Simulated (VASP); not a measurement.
Here is the system:

```xyz
6
Lattice="4.1807 0.0000 0.0000 0.0000 4.1807 0.0000 0.0000 0.0000 4.1807" Properties=species:S:1:pos:R:3 pbc="T T T"
Cu     3.1355     1.0452     3.1355
Cu     1.0452     3.1355     3.1355
Cu     3.1355     3.1355     1.0452
Cu     1.0452     1.0452     1.0452
O      0.0000     0.0000     0.0000
O      2.0903     2.0903     2.0903
```

These are revTPSS meta-GGA, VASP's PBE PAW potentials (set 64) (plane waves; VASP) values and carry that method's errors. Numerical set-up: 520 eV cut-off, 5×5×5 Γ-centred mesh, Gaussian smearing of 0.050 eV, potentials Cu O.

Problem. What does the run give for the energy per atom (σ→0), pressure, band gap (on the k-mesh) with the smallest direct gap where there is one?

Solution. 
The band gap (on the k-mesh) comes out as 0.66 eV, the smallest direct gap (on the k-mesh) comes out as 0.66 eV and the energy per atom (σ→0) is -1.896 eV/atom. The pressure is 9.06 GPa.

Total energies compare only between runs with the same potentials, cut-off and functional.

The compound is Cu2O in the cuprite structure. This cell is one point of a volume scan, at 0.94 of the reference volume.
